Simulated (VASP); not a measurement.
Input:

```
CuCl
1.0
    0.00000     2.67150     2.67150
    2.67150     0.00000     2.67150
    2.67150     2.67150     0.00000
Cu Cl
1 1
Direct
  0.00000   0.00000   0.00000
  0.25000   0.25000   0.25000
```

All values below come from PBE GGA with D4 dispersion, VASP's PBE PAW potentials (set 64) (plane waves; VASP). Settings: 520 eV cut-off, 10×10×10 Γ-centred mesh, tetrahedra with Blöchl corrections, potentials Cu Cl.

Problem. Tabulate the total density of states (states/eV per cell) against energy (eV; zero at the valence-band maximum or, without a gap, the Fermi level).

Solution. 
| E (eV) | DOS (states/eV) |
|---|---|
| -9.93 | 0.00 |
| -9.81 | 0.00 |
| -9.57 | 0.00 |
| -9.45 | 0.00 |
| -9.21 | 0.00 |
| -9.09 | 0.00 |
| -8.85 | 0.00 |
| -8.73 | 0.00 |
| -8.49 | 0.00 |
| -8.37 | 0.00 |
| -8.13 | 0.00 |
| -8.01 | 0.00 |
| -7.77 | 0.00 |
| -7.65 | 0.00 |
| -7.41 | 0.00 |
| -7.29 | 0.00 |
| -7.05 | 0.00 |
| -6.93 | 0.00 |
| -6.69 | 1.75 |
| -6.57 | 3.93 |
| -6.33 | 2.60 |
| -6.21 | 0.80 |
| -5.97 | 0.64 |
| -5.85 | 1.87 |
| -5.61 | 2.26 |
| -5.49 | 2.57 |
| -5.25 | 7.09 |
| -5.13 | 13.6 |
| -5.01 | 1.75 |
| -4.77 | 0.00 |
| -4.65 | 0.00 |
| -4.41 | 0.00 |
| -4.29 | 0.00 |
| -4.05 | 0.00 |
| -3.93 | 0.00 |
| -3.69 | 0.00 |
| -3.57 | 0.00 |
| -3.33 | 0.00 |
| -3.21 | 0.00 |
| -2.97 | 0.00 |
| -2.85 | 0.00 |
| -2.61 | 0.00 |
| -2.49 | 0.00 |
| -2.25 | 0.00 |
| -2.13 | 0.00 |
| -1.89 | 1.07 |
| -1.77 | 8.57 |
| -1.53 | 12.7 |
| -1.41 | 8.49 |
| -1.17 | 4.74 |
| -1.05 | 5.58 |
| -0.81 | 6.49 |
| -0.69 | 5.66 |
| -0.57 | 4.10 |
| -0.33 | 1.83 |
| -0.21 | 1.27 |
| 0.03 | 0.04 |
| 0.15 | 0.00 |
| 0.39 | 0.00 |
| 0.51 | 0.00 |
| 0.75 | 0.00 |
| 0.87 | 0.01 |
| 1.11 | 0.04 |
| 1.23 | 0.05 |
| 1.47 | 0.07 |
| 1.59 | 0.08 |
| 1.83 | 0.11 |
| 1.95 | 0.12 |
| 2.19 | 0.16 |
| 2.31 | 0.18 |
| 2.55 | 0.23 |
| 2.67 | 0.27 |
| 2.91 | 0.38 |
| 3.03 | 0.50 |
| 3.27 | 0.69 |
| 3.39 | 0.69 |
| 3.63 | 1.07 |
| 3.75 | 1.11 |
| 3.99 | 1.11 |
| 4.11 | 1.12 |
Within 2 eV below the valence-band maximum the largest weight inside VASP's projection spheres is Cu d.

The compound is CuCl in the zinc blende structure. It was relaxed first.
